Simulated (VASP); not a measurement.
An input for Ansatz (written as the equivalent of a VASP run, and not itself run):

Ansatz 0.2 input:
```yaml
crystal:
  lattice:
    - [0.0000000, 3.0144170, 3.0144170]
    - [3.0144170, 0.0000000, 3.0144170]
    - [3.0144170, 3.0144170, 0.0000000]
  atoms:
    - { symbol: Te, position: [0.0000000, 0.0000000, 0.0000000] }
    - { symbol: W, position: [0.5000000, 0.5000000, 0.5000000] }
kpoints:
  mp_grid: { grid: [7, 7, 7] }
hamiltonian:
  xc: pbe
  pseudopotentials: { kind: paw }
scf:
  occupations: { method: gaussian, width: 0.05 }
  max_iter: 100
output: { forces: true, stress: true, eigenvalues: true }
```

### Question
Write the VASP files for the same calculation (PBE).

### Answer
This is not unique; one that fits is 
### KPOINTS
```
Automatic mesh
0
Gamma
7 7 7
0 0 0
```

POSCAR:
```
TeW
1
    0.0000000000     3.0144170000     3.0144170000
    3.0144170000     0.0000000000     3.0144170000
    3.0144170000     3.0144170000     0.0000000000
Te W
1 1
Direct
  0.0000000000   0.0000000000   0.0000000000
  0.5000000000   0.5000000000   0.5000000000
```

**INCAR**
```
# general
SYSTEM   =  TeW
PREC     =  Accurate
ENCUT    =  400   # plane-wave cut-off (eV)
LREAL    =  .FALSE.
LASPH    =  .TRUE.

# electronic loop
EDIFF    =  1E-6   # SCF stop (eV)
NELM     =  100   # most electronic steps
ALGO     =  Normal
LMAXMIX  =  6   # l cut-off of mixed one-centre charges

# smearing
ISMEAR   =  0   # Gaussian
SIGMA    =  0.05   # width (eV)

# functional
GGA      =  PE

# ions
ISIF     =  2   # forces and stress, cell fixed

# output
LWAVE    =  .FALSE.
LCHARG   =  .FALSE.
```

POTCAR, in this order: Te W_sv (PBE.64 set). Program: vasp_std.

Limits of the translation: each code has its own PAW files, so the cut-off isn't converted (ENCUT is set for VASP's; basis.ecutwfc is left out, and Ansatz then takes the one that its files recommend); Ansatz stops its SCF on the density residual and VASP on the energy change (EDIFF).

The structure was generated: TeW was put into the rocksalt type (Fm-3m), which need not be its known phase. The cell was not relaxed at this level.
